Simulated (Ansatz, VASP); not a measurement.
# KAl11O17 (KAl11O17 (R3m)) in two plane-wave programs, part 2 of 2

Wanted: the spread between two codes on one cell, functional and k mesh. The structure shown is the start of the Ansatz relaxation below; VASP solves that cell, so the two are compared at the walk's first step.

VASP 6.6.1 and Ansatz 0.2.0.

So far: Starting point; Ansatz: relaxation, r2SCAN.

### Step 3. VASP: single point, r2SCAN, start cell

Level of this step: r2SCAN; plane waves and PAW (K_sv, Al, O) (VASP).

The same cell, functional, mesh and smearing now go to VASP, with its own data sets.

Lines of VASP's logs that name or quote its potential files are left out, and so is its time.

INCAR

```
SYSTEM = KAl11O17
PREC = Accurate
ENCUT = 580
EDIFF = 1E-06
NELM = 120
ISMEAR = -1
SIGMA = 0.01
LREAL = .FALSE.
ALGO = Normal
METAGGA = R2SCAN
LASPH = .TRUE.
NBANDS = 92
LORBIT = 11
LWAVE = .FALSE.
LCHARG = .FALSE.
ISIF = 2
GGA_COMPAT = .FALSE.
EFERMI = MIDGAP
LMIXTAU = .TRUE.
KPAR = 4
```

POSCAR

```
KAl11O17
1.0
    2.7954810000      1.6139720000     11.3881090000
   -2.7954810000      1.6139720000     11.3881090000
    0.0000000000     -3.2279430000     11.3881090000
K Al O
1 11 17
Direct
    0.8294612411      0.8294612411      0.8294614980
    0.5926138257      0.0979805229      0.0979806465
    0.9998513207      0.9998513207      0.9998516305
    0.0979805651      0.0979805651      0.5926138650
    0.0979805229      0.5926138257      0.0979806465
    0.4500512014      0.4500512014      0.4500513408
    0.3499008707      0.3499008707      0.3499009791
    0.5500758747      0.5500758747      0.5500760451
    0.6497066577      0.6497066577      0.6497068590
    0.9029072628      0.4046710022      0.9029074267
    0.9029073017      0.9029073017      0.4046710884
    0.4046710022      0.9029072628      0.9029074267
    0.2969096670      0.2969096670      0.2969097590
    0.0934618929      0.0934618929      0.0934619218
    0.8107110730      0.2800682248      0.8107111076
    0.7192639280      0.1897554105      0.1897554448
    0.5981436926      0.0919105971      0.5981438650
    0.9062095643      0.4033279493      0.4033283363
    0.5981437320      0.5981437320      0.0919106908
    0.1897554346      0.1897554346      0.7192639141
    0.8107110145      0.8107110145      0.2800683764
    0.4999943724      0.4999943724      0.4999945273
    0.4033280561      0.4033280561      0.9062097375
    0.4033279493      0.9062095643      0.4033283363
    0.0919105971      0.5981436926      0.5981438650
    0.2800682248      0.8107110730      0.8107111076
    0.1897554105      0.7192639280      0.1897554448
    0.7030588813      0.7030588813      0.7030590991
    0.9064584179      0.9064584179      0.9064586987
```

KPOINTS

```
Automatic mesh
0
Gamma
6 6 6
0 0 0
```

Potentials, in the order of the species: K_sv, Al and O (PBE family, release 64).

Run with:

```sh
> mpirun -np 4 vasp_std
```

Numbers of over 12 decimals in the logs are rounded to 6 here.

What it wrote:

```text
[banner, memory and clock lines left out]
running    4 mpi-ranks, on    1 nodes
 distrk:  each k-point on    1 cores,    4 groups
 distr:  one band on    1 cores,    1 groups

 POSCAR found type information on POSCAR K AlO
 POSCAR found :  3 types and      29 ions
|                                                                             |
|               ----> ADVICE to this user running VASP <----                  |
|                                                                             |
|     You have a (more or less) 'large supercell' and for larger cells it     |
|     might be more efficient to use real-space projection operators.         |
|     Therefore, try LREAL= Auto in the INCAR file.                           |
|     Mind: For very accurate calculation, you might also keep the            |
|     reciprocal projection scheme (i.e. LREAL=.FALSE.).                      |
|                                                                             |

|                                                                             |
|               ----> ADVICE to this user running VASP <----                  |
|                                                                             |
|     You enforced a specific xc type in the INCAR file but a different       |
|     [... a line on the potential file left out ...]
|     I HOPE YOU KNOW WHAT YOU ARE DOING!                                     |
|                                                                             |

 LDA part: xc-table for (None), standard interpolation
 POSCAR, INCAR and KPOINTS ok, starting setup
 FFT: planning ... GRIDC
 FFT: planning ... GRID_SOFT
 FFT: planning ... GRID
 WAVECAR not read
 entering main loop
       N       E                     dE             d eps       ncg     rms          rms(c)
DAV:   1     0.880477993740E+03    0.88048E+03   -0.81181E+04  5896   0.164E+03
DAV:   2    -0.267649388195E+03   -0.11481E+04   -0.11108E+04  7360   0.364E+02
DAV:   3    -0.343288762317E+03   -0.75639E+02   -0.75233E+02  7488   0.966E+01
DAV:   4    -0.344864604550E+03   -0.15758E+01   -0.15711E+01  7784   0.142E+01
DAV:   5    -0.344941570812E+03   -0.76966E-01   -0.76933E-01  9264   0.221E+00    0.314E+01
DAV:   6    -0.295567106730E+03    0.49374E+02   -0.79964E+01  6720   0.275E+01    0.122E+01
DAV:   7    -0.280736635878E+03    0.14830E+02   -0.74732E+00  6992   0.128E+01    0.780E+00
DAV:   8    -0.298474599215E+03   -0.17738E+02   -0.46231E+00  6496   0.119E+01    0.149E+00
DAV:   9    -0.270837070349E+03    0.27638E+02   -0.42615E+00  6948   0.905E+00    0.218E+00
DAV:  10    -0.274304468152E+03   -0.34674E+01   -0.11448E+00  6660   0.426E+00    0.959E-01
DAV:  11    -0.274071167096E+03    0.23330E+00   -0.14897E-01  6724   0.190E+00    0.555E-01
DAV:  12    -0.276746361971E+03   -0.26752E+01   -0.97857E-01  5996   0.513E+00    0.252E-01
DAV:  13    -0.276791614357E+03   -0.45252E-01   -0.77093E-02  6584   0.155E+00    0.191E-01
DAV:  14    -0.276776542818E+03    0.15072E-01   -0.71459E-03  6832   0.369E-01    0.226E-01
[...]
DAV:  18    -0.276824194684E+03    0.31681E-03   -0.15012E-04  6712   0.773E-02    0.169E-02
DAV:  19    -0.276824746071E+03   -0.55139E-03   -0.27200E-04  6132   0.102E-01    0.102E-02
DAV:  20    -0.276824890944E+03   -0.14487E-03   -0.93617E-05  6204   0.518E-02    0.513E-03
DAV:  21    -0.276824897318E+03   -0.63743E-05   -0.15342E-05  6204   0.220E-02    0.244E-03
DAV:  22    -0.276824902353E+03   -0.50354E-05   -0.57295E-06  6176   0.147E-02    0.152E-03
DAV:  23    -0.276824903457E+03   -0.11033E-05   -0.69846E-07  4404   0.430E-03    0.186E-03
DAV:  24    -0.276824906920E+03   -0.34633E-05   -0.55156E-07  3856   0.438E-03    0.176E-03
DAV:  25    -0.276824906875E+03    0.45102E-07   -0.24744E-07  3896   0.234E-03
   1 F= -.27682491E+03 E0= -.27682491E+03  d E =0.000000E+00
```

OUTCAR, selected parts (step 3):

```text
ion  position               nearest neighbor table
   1  0.829  0.829  0.829-  29 2.63  19 2.78  25 2.78  17 2.78  10 3.55  12 3.55  11 3.55
   2  0.593  0.098  0.098-  29 1.81  23 1.82  24 1.82  13 1.98  21 2.03  15 2.03   4 2.77   5 2.77
                             5 2.83   4 2.83   3 2.90   8 3.21   8 3.21   9 3.34   9 3.34
   3  1.000  1.000  1.000-  21 1.88  15 1.88  26 1.88  16 1.89  27 1.89  20 1.89  11 2.90  10 2.90
                            12 2.90   5 2.90   2 2.90   4 2.90   7 3.28   7 3.28   7 3.28   9 3.28
   4  0.098  0.098  0.593-  29 1.81  24 1.82  18 1.82  13 1.98  26 2.03  15 2.03   2 2.77   5 2.77
                             5 2.83   2 2.83   3 2.90   8 3.21   8 3.21   9 3.34   9 3.34
   5  0.098  0.593  0.098-  29 1.81  23 1.82  18 1.82  13 1.98  21 2.03  26 2.03   4 2.77   2 2.77
                             2 2.83   4 2.83   3 2.90   8 3.21   8 3.21   9 3.34   9 3.34
   6  0.450  0.450  0.450-  22 1.71  17 1.78  25 1.78  19 1.78  10 3.22  12 3.22  11 3.22  11 3.22
                            10 3.22  12 3.22
   7  0.350  0.350  0.350-  20 1.80  16 1.80  27 1.80  13 1.81   3 3.28   3 3.28   3 3.28  12 3.34
                            10 3.34  11 3.34  11 3.34  10 3.34  12 3.34
   8  0.550  0.550  0.550-  22 1.71  23 1.77  18 1.77  24 1.77   2 3.21   5 3.21   4 3.21   4 3.21
                             2 3.21   5 3.21
   9  0.650  0.650  0.650-  15 1.80  26 1.80  21 1.80  28 1.82   3 3.28   3 3.28   3 3.28   2 3.34
                             5 3.34   4 3.34   4 3.34   2 3.34   5 3.34
  10  0.903  0.405  0.903-  14 1.80  19 1.83  25 1.83  28 1.98  16 2.02  20 2.02  12 2.79  11 2.79
                            11 2.81  12 2.81   3 2.90   6 3.22   6 3.22   7 3.34   7 3.34   1 3.55
  11  0.903  0.903  0.405-  14 1.80  17 1.83  25 1.83  28 1.98  27 2.02  16 2.02  10 2.79  12 2.79
                            12 2.81  10 2.81   3 2.90   6 3.22   6 3.22   7 3.34   7 3.34   1 3.55
  12  0.405  0.903  0.903-  14 1.80  19 1.83  17 1.83  28 1.98  27 2.02  20 2.02  10 2.79  11 2.79
                            11 2.81  10 2.81   3 2.90   6 3.22   6 3.22   7 3.34   7 3.34   1 3.55
  13  0.297  0.297  0.297-   7 1.81   4 1.98   5 1.98   2 1.98
  14  0.093  0.093  0.093-  10 1.80  12 1.80  11 1.80
  15  0.811  0.280  0.811-   9 1.80   3 1.88   4 2.03   2 2.03
  16  0.719  0.190  0.190-   7 1.80   3 1.89  10 2.02  11 2.02
  17  0.598  0.092  0.598-   6 1.78  12 1.83  11 1.83   1 2.78
  18  0.906  0.403  0.403-   8 1.77   4 1.82   5 1.82
  19  0.598  0.598  0.092-   6 1.78  10 1.83  12 1.83   1 2.78
  20  0.190  0.190  0.719-   7 1.80   3 1.89  10 2.02  12 2.02
  21  0.811  0.811  0.280-   9 1.80   3 1.88   5 2.03   2 2.03
  22  0.500  0.500  0.500-   6 1.71   8 1.71
  23  0.403  0.403  0.906-   8 1.77   5 1.82   2 1.82
  24  0.403  0.906  0.403-   8 1.77   4 1.82   2 1.82
  25  0.092  0.598  0.598-   6 1.78  10 1.83  11 1.83   1 2.78
  26  0.280  0.811  0.811-   9 1.80   3 1.88   4 2.03   5 2.03
  27  0.190  0.719  0.190-   7 1.80   3 1.89  12 2.02  11 2.02
  28  0.703  0.703  0.703-   9 1.82  10 1.98  12 1.98  11 1.98
  29  0.906  0.906  0.906-   2 1.81   5 1.81   4 1.81   1 2.63

  LATTYP: Found a trigonal (rhomboedric) cell.
 ALAT       =    11.8367498172
 COS(alpha) =     0.8884477977

 Subroutine GETGRP returns: Found  6 space group operations
 (whereof  6 operations were pure point group operations)

The static configuration has the point symmetry C_3v.

 Found     32 irreducible k-points:

   k-points           NKPTS =     32   k-points in BZ     NKDIM =     32   number of bands    NBANDS=     92

   dimension x,y,z NGX =    96 NGY =   96 NGZ =   96
   dimension x,y,z NGXF=   192 NGYF=  192 NGZF=  192

   ENCUT  =  580.0 eV  42.63 Ry    6.53 a.u.  23.24 23.24 23.24*2*pi/ulx,y,z

   NELECT =     144.0000    total number of electrons

 k-points in reciprocal lattice and weights: Automatic mesh
   0.00000000  0.00000000  0.00000000       0.005
   0.16666667  0.00000000  0.00000000       0.028
   0.33333333  0.00000000  0.00000000       0.028
   0.50000000  0.00000000 -0.00000000       0.014
   0.16666667  0.16666667  0.00000000       0.028
   0.33333333  0.16666667  0.00000000       0.056
   0.50000000  0.16666667 -0.00000000       0.056
  -0.33333333  0.16666667  0.00000000       0.056
  -0.16666667  0.16666667  0.00000000       0.028
[...]
-0.33333333  0.50000000  0.33333333       0.028
   0.50000000  0.50000000  0.50000000       0.005

 average (electrostatic) potential at core
       1 -34.3476       2 -76.8214       3 -77.2067       4 -76.8214       5 -76.8214
       6 -76.1400       7 -77.6762       8 -75.9712       9 -77.6422      10 -76.8871
      11 -76.8871      12 -76.8871      13 -73.9439      14 -72.6470      15 -73.8405
      16 -73.9145      17 -73.0061      18 -72.7949      19 -73.0062      20 -73.9145
      21 -73.8405      22 -72.2461      23 -72.7949      24 -72.7949      25 -73.0061
      26 -73.8405      27 -73.9145      28 -73.9514      29 -72.8504

 E-fermi :   6.2802

 k-point     1 :       0.0000    0.0000    0.0000
  band No.  band energies     occupation
    ...
     68       2.8145      2.00000
     69       3.1516      2.00000
     70       3.1517      2.00000
     71       3.4389      2.00000
     72       3.4389      2.00000
     73       9.0850      0.00000
     74      10.5267      0.00000
     75      11.1670      0.00000
     76      11.1670      0.00000
     77      11.3444      0.00000
    ...

 k-point     2 :       0.1667    0.0000    0.0000
  band No.  band energies     occupation
    ...
     68       2.8433      2.00000
     69       3.0742      2.00000
     70       3.1297      2.00000
     71       3.3328      2.00000
     72       3.4455      2.00000
     73       9.4714      0.00000
     74      10.7210      0.00000
     75      11.3193      0.00000
     76      11.4494      0.00000
     77      11.6556      0.00000
    ...

 k-point     3 :       0.3333    0.0000    0.0000
  band No.  band energies     occupation
    ...
     68       2.8433      2.00000
     69       2.9861      2.00000
     70       3.0819      2.00000
     71       3.1993      2.00000
     72       3.4497      2.00000
     73      10.3526      0.00000
     74      11.2035      0.00000
     75      11.5925      0.00000
     76      12.0592      0.00000
     77      12.1608      0.00000
    ...

  Total        0.1325047      0.1325047      0.0948369     -0.0000000      0.0000000     -0.0000000
  in kB        0.6886312      0.6886311      0.4928700     -0.0000000      0.0000000     -0.0000000
  external PRESSURE =       0.6233774 kB  Pullay stress =       0.0000000 kB

  energy-cutoff  :      580.00
  volume of cell :      308.29
      direct lattice vectors                 reciprocal lattice vectors
     2.795481000  1.613972000 11.388109000     0.178860096  0.103264927  0.029270294
    -2.795481000  1.613972000 11.388109000    -0.178860096  0.103264927  0.029270294
     0.000000000 -3.227943000 11.388109000     0.000000000 -0.206529854  0.029270303

 POSITION                                       TOTAL-FORCE (eV/Angst)
 -----------------------------------------------------------------------------------
      0.00000      0.00000     28.33799        -0.000000      0.000000      0.003546
      1.38274      0.79832      8.98038         0.001161      0.000671      0.010768
      0.00000     -0.00000     34.15925        -0.000000      0.000000      0.001583
      0.00000     -1.59665      8.98038        -0.000000     -0.001341      0.010768
     -1.38274      0.79832      8.98038        -0.001161      0.000671      0.010768
      0.00000      0.00000     15.37570        -0.000000      0.000000      0.007163
      0.00000     -0.00000     11.95413        -0.000000      0.000000      0.003436
      0.00000      0.00000     18.79297        -0.000000     -0.000000     -0.020776
      0.00000     -0.00000     22.19679        -0.000000      0.000000      0.007726
      1.39281     -0.80414     25.17325        -0.005004      0.002889     -0.010939
      0.00000      1.60828     25.17325        -0.000000     -0.005779     -0.010939
     -1.39281     -0.80414     25.17325         0.005004      0.002889     -0.010939
      0.00000     -0.00000     10.14372        -0.000000      0.000000      0.010703
      0.00000      0.00000      3.19306        -0.000000      0.000000      0.000257
      1.48340     -0.85644     21.65438         0.000713     -0.000412     -0.001343
      1.48023      0.85461     12.51297        -0.001863     -0.001076     -0.004767
      1.41517     -0.81705     14.67014         0.007205     -0.004160      0.000349
      1.40580      0.81164     19.50630         0.004519      0.002609      0.006975
      0.00000      1.63409     14.67014        -0.000000      0.008320      0.000349
      0.00000     -1.70922     12.51297        -0.000000      0.002151     -0.004767
      0.00000      1.71288     21.65438        -0.000000      0.000823     -0.001343
      0.00000     -0.00000     17.08197        -0.000000      0.000000      0.007556
      0.00000     -1.62327     19.50630        -0.000000     -0.005218      0.006975
     -1.40580      0.81164     19.50630        -0.004519      0.002609      0.006975
     -1.41517     -0.81705     14.67014        -0.007205     -0.004160      0.000349
     -1.48340     -0.85644     21.65438        -0.000713     -0.000412     -0.001343
     -1.48023      0.85461     12.51297         0.001863     -0.001076     -0.004767
      0.00000      0.00000     24.01954        -0.000000     -0.000000     -0.004369
      0.00000      0.00000     30.96854        -0.000000     -0.000000     -0.019960
 -----------------------------------------------------------------------------------
    total drift:                               -0.000000      0.009313      0.003815

  FREE ENERGIE OF THE ION-ELECTRON SYSTEM (eV)
  ---------------------------------------------------
  free  energy   TOTEN  =      -276.8249068749 eV

  energy  without entropy=     -276.8249068749  energy(sigma->0) =     -276.82490687

 total charge
# of ion       s       p       d       tot
------------------------------------------
    1        1.957   5.685   0.024   7.666
    2        0.311   0.414   0.000   0.725
    3        0.308   0.420   0.000   0.728
    4        0.311   0.414   0.000   0.725
    5        0.311   0.414   0.000   0.725
    6        0.345   0.459   0.000   0.804
    7        0.337   0.422   0.000   0.759
    8        0.346   0.462   0.000   0.809
    9        0.337   0.420   0.000   0.757
   10        0.311   0.413   0.000   0.725
   11        0.311   0.413   0.000   0.725
   12        0.311   0.413   0.000   0.725
   13        1.548   3.653   0.000   5.201
   14        1.555   3.674   0.000   5.229
   15        1.550   3.660   0.000   5.210
   16        1.550   3.660   0.000   5.210
   17        1.549   3.684   0.000   5.232
   18        1.549   3.684   0.000   5.233
   19        1.549   3.684   0.000   5.232
   20        1.550   3.660   0.000   5.210
   21        1.550   3.660   0.000   5.210
   22        1.546   3.631   0.000   5.177
   23        1.549   3.684   0.000   5.233
   24        1.549   3.684   0.000   5.233
   25        1.549   3.684   0.000   5.232
   26        1.550   3.660   0.000   5.210
   27        1.550   3.660   0.000   5.210
   28        1.548   3.648   0.000   5.196
   29        1.555   3.685   0.000   5.240
--------------------------------------------------
tot         31.843  72.703   0.024 104.570

[... 3 further parts left out ...]
```

The run ends at a pressure of 0.06 GPa, with forces up to 0.021 eV/Å.

### Step 4. Comparison

Known differences besides the potentials themselves: VASP keeps PBE cores, Ansatz makes them for the functional; the cutoff is 500 eV in Ansatz and 580 eV in VASP. Total energies have different zeros and are not compared.

The largest component of a force difference here is 28 meV/Å.

### Step 5. Results

```json
{
 "r.m.s. force difference (single point, r2SCAN, start cell)": "11 meV/Å"
}
```

What this shows: The r.m.s. force difference is 11 meV/Å (single point, r2SCAN, start cell), within the 12 meV/Å picked in this series as the mark of a large difference. VASP runs on this material, other cells and data sets included, that failed, so that no pair exists: single point, r2SCAN (timeout). How closely two codes agree says nothing of how well the functional describes the real material.

[Lines on the potential files, build, host, timing and source positions are cut from VASP's logs without a mark.]

[Logs are printed without paths, hosts, clocks, repeated set-up lines and the standing remarks that a program may print on its own settings, such as how far it seeks lower states.]

[Hosts, paths, dates, database ids (printed as entryN), source tags and the programs' standing remarks are cut or masked in the printed files.]
